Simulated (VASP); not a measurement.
VASP input:

### POSCAR
```
SiO2
1
    4.7242340000     0.0000000000     0.0000000000
   -2.3621170000     4.0913070000     0.0000000000
    0.0000000000     0.0000000000     5.2191560000
Si O
3 6
Direct
  0.0000000000   0.4688000000   0.3333330000
  0.5312000000   0.5312000000   0.0000000000
  0.4688000000   0.0000000000   0.6666670000
  0.1445400000   0.7314400000   0.5478200000
  0.2685600000   0.4131000000   0.2144870000
  0.5869000000   0.8554600000   0.8811530000
  0.7314400000   0.1445400000   0.4521800000
  0.4131000000   0.2685600000   0.7855130000
  0.8554600000   0.5869000000   0.1188470000
```

**KPOINTS**
```
kpoints
0
gamma
6 6 5
```

INCAR:
```
# general
SYSTEM = SiO2
PREC   = Accurate
ENCUT  = 400
LREAL  = .FALSE.
LASPH  = .TRUE.

# electronic loop
EDIFF  = 1E-6
NELM   = 100
ALGO   = Normal

# smearing
ISMEAR = 0
SIGMA  = 0.01

# functional
GGA    = PS

# ions
ISIF   = 2

# output
LWAVE  = .FALSE.
LCHARG = .FALSE.
```

POTCAR, in this order: Si O (PBE.64 set). Program: vasp_std.

**Question.** Write an equivalent input for Ansatz.

**Answer.** One equivalent input (not run):
Ansatz 0.2 input:
```yaml
crystal:
  lattice:
    - [4.7242340, 0.0000000, 0.0000000]
    - [-2.3621170, 4.0913070, 0.0000000]
    - [0.0000000, 0.0000000, 5.2191560]
  atoms:
    - { symbol: Si, position: [0.0000000, 0.4688000, 0.3333330] }
    - { symbol: Si, position: [0.5312000, 0.5312000, 0.0000000] }
    - { symbol: Si, position: [0.4688000, 0.0000000, 0.6666670] }
    - { symbol: O, position: [0.1445400, 0.7314400, 0.5478200] }
    - { symbol: O, position: [0.2685600, 0.4131000, 0.2144870] }
    - { symbol: O, position: [0.5869000, 0.8554600, 0.8811530] }
    - { symbol: O, position: [0.7314400, 0.1445400, 0.4521800] }
    - { symbol: O, position: [0.4131000, 0.2685600, 0.7855130] }
    - { symbol: O, position: [0.8554600, 0.5869000, 0.1188470] }
kpoints:
  mp_grid: { grid: [6, 6, 5] }
hamiltonian:
  xc: pbesol
  pseudopotentials: { kind: paw }
scf:
  occupations: { method: gaussian, width: 0.01 }
  max_iter: 100
output: { forces: true, stress: true, eigenvalues: true }
```
The two are equivalent in intent, not identical: each code has its own PAW files, so the cut-off isn't converted (ENCUT is set for VASP's; basis.ecutwfc is left out, and Ansatz then takes the one that its files recommend); Ansatz stops its SCF on the density residual and VASP on the energy change (EDIFF).

The structure comes from a computed database's SiO2 entry; how it stands against other phases isn't given here. The cell was not relaxed at this level, and its volume differs by -8.7 % from the start's.
